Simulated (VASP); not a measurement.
# MgC2 (P4_2/mnm) in VASP: reference runs, part 2 of 2

VASP 6.6.1.

### 3 Single point, PBE (atoms moved at random, drawn with an rms of 0.05 Å)

File INCAR:

```
PREC     = Accurate       # precision mode
ENCUT    = 520            # plane-wave cutoff, eV
EDIFF    = 1E-7           # SCF threshold, eV
ISMEAR   = -1             # smearing method
SIGMA    = 0.05           # smearing width, eV
LREAL    = F              # projectors in reciprocal space
LASPH    = T              # aspherical terms in the spheres
NELM     = 60             # most SCF steps
ALGO     = Normal         # electronic algorithm
ISIF     = 2              # what is computed and relaxed
LWAVE    = F              # write WAVECAR
LCHARG   = T              # write CHGCAR
GGA      = PE             # functional
LELF     = T              # ELF
LVHAR    = T            
NBANDS   = 19             # bands
```

File KPOINTS:

```
Automatic mesh
0
Gamma
  7 7 6
```

File POSCAR:

```
MgC2
1.0
    3.9507770000      0.0000000000      0.0000000000
    0.0000000000      3.9507770000      0.0000000000
    0.0000000000      0.0000000000      4.9870890000
Mg C
2 4
Direct
   -0.0088950000     -0.0043460000      0.4923900000
    0.5033630000      0.5100160000     -0.0051830000
    0.3876270000      0.6066950000      0.5087150000
    0.1176850000      0.1209630000     -0.0000010000
    0.6130530000      0.3856960000      0.4972100000
    0.8770760000      0.8834810000      0.0045650000
```

Potentials or basis: VASP PAW PBE potentials, release 64 (Mg, C).

Launch:

```sh
$ cat potpaw_PBE.64/Mg/POTCAR potpaw_PBE.64/C/POTCAR > POTCAR
$ mpirun -np 1 vasp_std > vasp.out
```

OUTCAR:

```text
PREC = Accurate
   ENCUT = 520
   EDIFF = 1E-7
   ISMEAR = -1
   LREAL = F
   LASPH = T
   NELM = 60
   ISIF = 2
   GGA = PE

 ion  position               nearest neighbor table
   1  0.991  0.996  0.492-   5 2.15   3 2.20   6 2.51   4 2.55   4 2.63   6 2.63   5 2.84   3 2.84

   2  0.503  0.510  0.995-   6 2.09   4 2.16   3 2.50   5 2.57   5 2.59   3 2.63   4 2.85
   3  0.388  0.607  0.509-   5 1.25   1 2.20   2 2.50   2 2.63   1 2.84
   4  0.118  0.121  1.000-   6 1.34   2 2.16   1 2.55   1 2.63   2 2.85
   5  0.613  0.386  0.497-   3 1.25   1 2.15   2 2.57   2 2.59   1 2.84
   6  0.877  0.883  0.005-   4 1.34   2 2.09   1 2.51   1 2.63

  LATTYP: Found a simple tetragonal cell.
 ALAT       =     3.9507770000
 C/A-ratio  =     1.2623058705

  Lattice vectors:

 A1 = (   3.9507770000,   0.0000000000,   0.0000000000)
 A2 = (   0.0000000000,   3.9507770000,   0.0000000000)
 A3 = (   0.0000000000,   0.0000000000,   4.9870890000)

Analysis of symmetry for initial positions (statically):
=====================================================================
 Subroutine PRICEL returns:
 Original cell was already a primitive cell.

 Routine SETGRP: Setting up the symmetry group for a
 simple tetragonal supercell.

 Subroutine GETGRP returns: Found  1 space group operations
 (whereof  1 operations were pure point group operations)
 out of a pool of 16 trial point group operations.

The static configuration has the point symmetry C_1 .

Analysis of symmetry for dynamics (positions and initial velocities):
=====================================================================
 Subroutine PRICEL returns:
 Original cell was already a primitive cell.

 Routine SETGRP: Setting up the symmetry group for a
 simple tetragonal supercell.

 Subroutine GETGRP returns: Found  1 space group operations
 (whereof  1 operations were pure point group operations)
 out of a pool of 16 trial point group operations.

The dynamic configuration has the point symmetry C_1 .

 Subroutine INISYM returns: Found  1 space group operations
 (whereof  1 operations are pure point group operations),
 and found     1 'primitive' translations

----------------------------------------------------------------------------------------

                                     Primitive cell

  volume of cell :      77.8417

  direct lattice vectors                    reciprocal lattice vectors
     3.950777000  0.000000000  0.000000000     0.253114767  0.000000000  0.000000000
     0.000000000  3.950777000  0.000000000     0.000000000  0.253114767  0.000000000
     0.000000000  0.000000000  4.987089000     0.000000000  0.000000000  0.200517777

  length of vectors
     3.950777000  3.950777000  4.987089000     0.253114767  0.253114767  0.200517777

  position of ions in fractional coordinates (direct lattice)
     0.991105000  0.995654000  0.492390000
     0.503363000  0.510016000  0.994817000
     0.387627000  0.606695000  0.508715000
     0.117685000  0.120963000  0.999999000
     0.613053000  0.385696000  0.497210000
     0.877076000  0.883481000  0.004565000

  ion indices of the primitive-cell ions
   primitive index   ion index
                 1           1
                 2           2
                 3           3
[... 26 lines left out ...]
 ===========================================

 Found    148 irreducible k-points:

 Following reciprocal coordinates:
            Coordinates               Weight
  0.000000  0.000000  0.000000      1.000000
  0.142857  0.000000  0.000000      2.000000
  0.000000  0.142857  0.000000      2.000000
  0.285714  0.000000  0.000000      2.000000
  0.000000  0.285714  0.000000      2.000000
  0.428571  0.000000  0.000000      2.000000
[... 16 lines left out ...]
  0.285714  0.428571  0.000000      2.000000
  0.428571  0.428571  0.000000      2.000000
 [... further k-points ...]
   k-points           NKPTS =    148   k-points in BZ     NKDIM =    148   number of bands    NBANDS=     19
   number of dos      NEDOS =    301   number of ions     NIONS =      6
   total plane-waves  NPLWV =  36000
   dimension x,y,z NGX =    30 NGY =   30 NGZ =   40
   dimension x,y,z NGXF=    60 NGYF=   60 NGZF=   80
   ions per type =               2   4
   NGX,Y,Z   is equivalent  to a cutoff of  12.62, 12.62, 13.33 a.u.
   NGXF,Y,Z  is equivalent  to a cutoff of  25.25, 25.25, 26.67 a.u.
 SYSTEM =  unknown system
   PREC   = accura    normal or accurate (medium, high low for compatibility)
   ISTART =      0    job   : 0-new  1-cont  2-samecut
   ICHARG =      2    charge: 1-file 2-atom 10-const
   ISPIN  =      1    spin polarized calculation?
   LNONCOLLINEAR =      F non collinear calculations
   LSORBIT =      F    spin-orbit coupling
   LASPH  =      T    aspherical Exc in radial PAW
   ENCUT  =  520.0 eV  38.22 Ry    6.18 a.u.   7.35  7.35  9.27*2*pi/ulx,y,z
   NELM   =     60;   NELMIN=  2; NELMDL= -5     # of ELM steps
   EDIFF  = 0.1E-06   stopping-criterion for ELM
   LREAL  =      F    real-space projection
   EDIFFG = 0.1E-05   stopping-criterion for IOM
   NSW    =      0    number of steps for IOM
   IBRION =     -1    ionic relax: 0-MD 1-quasi-New 2-CG
   NFREE  =      0    steps in history (QN), initial steepest desc. (CG)
   ISIF   =      2    stress and relaxation
   ISYM   =      2    0-nonsym 1-usesym 2-fastsym
   POTIM  = 0.5000    time-step for ionic-motion
   TEBEG  =    0.0;   TEEND  =   0.0 temperature during run
   PSTRESS=    0.0 pullay stress
   NELECT =      20.0000    total number of electrons
   NUPDOWN=      -1.0000    fix difference up-down
   EMIN   =  10.00;   EMAX   =-10.00  energy-range for DOS
   EFERMI =   0.00;   METHOD = LEGACY
   ISMEAR =    -1;   SIGMA  =   0.05  broadening in eV -4-tet -1-fermi 0-gaus
   EFERMI_NEDOS =   21; number of points for ismear=-14 and -15
   IALGO  =     38    algorithm
   IMIX   =      4    mixing-type and parameters
     AMIX     =   0.40;   BMIX     =  1.00
     AMIX_MAG =   1.60;   BMIX_MAG =  1.00
  volume/ion in A,a.u.               =      12.97        87.55
  Fermi-wavevector in a.u.,A,eV,Ry     =   1.040752  1.966737 14.737364  1.083166
  Thomas-Fermi vector in A             =   2.175342
   LORBIT       =      0    0 simple, 1 ext, 2 COOP (PROOUT), +10 PAW based schemes
   GGA     = PE    functional components
   LHFCALC =     F    Hartree Fock is set to
   AEXX    =    0.0000 exact exchange contribution
   IVDW    =     0    specifies the selected vdW correction
   LEPSILON=     F    determine dielectric tensor
   LRPA    =     F    only Hartree local field effects (RPA)
 non-spin polarized calculation
  energy-cutoff  :      520.00
  volume of cell :       77.84
 maximum number of plane-waves:      2146
 NGX is ok and might be reduce to    30
   NGX = 15   NGY = 15   NGZ = 19

 number of electron      20.0000000 magnetization

 Free energy of the ion-electron system (eV)
  ---------------------------------------------------
  ext. energy  EPLUGINS =         0.00000000
  ---------------------------------------------------
  free energy    TOTEN  =       -37.12913539 eV

  energy without entropy =      -37.12913539  energy(sigma->0) =      -37.12913539

 E-fermi :   2.3036     XC(G=0):  -9.5296

 val. band max:        1.2023745430   @ k =   0.4286   0.4286   0.5000
 cond. band min:       3.4735552941   @ k =   0.0000   0.0000   0.0000
 fundamental gap:      2.2711807510
 Fermi energy:         2.3036419241

 k-point     1 :       0.0000    0.0000    0.0000
  band No.  band energies     occupation
      1     -11.6559      2.00000
      2     -10.6478      2.00000
      3      -2.3141      2.00000
      4      -2.2455      2.00000
      5      -1.8359      2.00000
      6      -1.7699      2.00000
[... 505 lines left out ...]
      6      -0.6202      2.00000
[... 11 lines left out ...]
     18      12.5414      0.00000
     19      13.4964      0.00000

 [... further k-points ...]
[... 5 lines left out ...]
  --------------------------------------------------------------------------------------
  -------------------------------------------------------------------------------------
  Total       -2.4967816     -2.5010328      0.0860095     -2.9708829      0.2471940     -0.1666022
  in kB      -51.3900434    -51.4775449      1.7702925    -61.1482409      5.0878739     -3.4290913
  external PRESSURE =     -33.6990986 kB  Pullay stress =       0.0000000 kB

 VOLUME and BASIS-vectors are now :
 -----------------------------------------------------------------------------
  energy-cutoff  :      520.00
  volume of cell :       77.84
      direct lattice vectors                 reciprocal lattice vectors
     3.950777000  0.000000000  0.000000000     0.253114767  0.000000000  0.000000000
     0.000000000  3.950777000  0.000000000     0.000000000  0.253114767  0.000000000
     0.000000000  0.000000000  4.987089000     0.000000000  0.000000000  0.200517777

 POSITION                                       TOTAL-FORCE (eV/Angst)
 -----------------------------------------------------------------------------------
      3.91563      3.93361      2.45559         0.194624     -0.184765      0.096569
      1.98867      2.01496      4.96124        -0.413725     -0.416287      0.042951
      1.53143      2.39692      2.53701        -0.504398      0.581381     -0.168572
      0.46495      0.47790      4.98708        -3.546270     -3.493523      0.111370
      2.42204      1.52380      2.47963         0.337469     -0.330490      0.073655
      3.46513      3.49044      0.02277         3.932300      3.843683     -0.155974
 -----------------------------------------------------------------------------------
    total drift:                                0.000077     -0.000006      0.000034

  FREE ENERGIE OF THE ION-ELECTRON SYSTEM (eV)
  ---------------------------------------------------
  free  energy   TOTEN  =       -37.1291353853 eV

  energy  without entropy=      -37.1291353853  energy(sigma->0) =      -37.12913539
```

It took 1.7 min on 1 thread of AMD EPYC 9R45 (Zen 5), shared host; peak memory 0.28 GiB.

Results:

```yaml
Free_energy: -37.1291 eV
Pressure: -3.4 GPa
Largest_force: 5.501 eV/Å
Band_gap_on_the_k_mesh: 2.27 eV, indirect (least direct gap 2.42 eV)
```

Forces in eV/Å, atoms in the order of the input:
```
Mg   0.195 -0.185  0.097
Mg  -0.414 -0.416  0.043
C   -0.504  0.581 -0.169
C   -3.546 -3.494  0.111
C    0.337 -0.330  0.074
C    3.932  3.844 -0.156
```

Caveat: the standard files for N, O and F lose accuracy on very short bonds; an odd mesh through Γ misses points on the zone boundary, where band edges often lie.
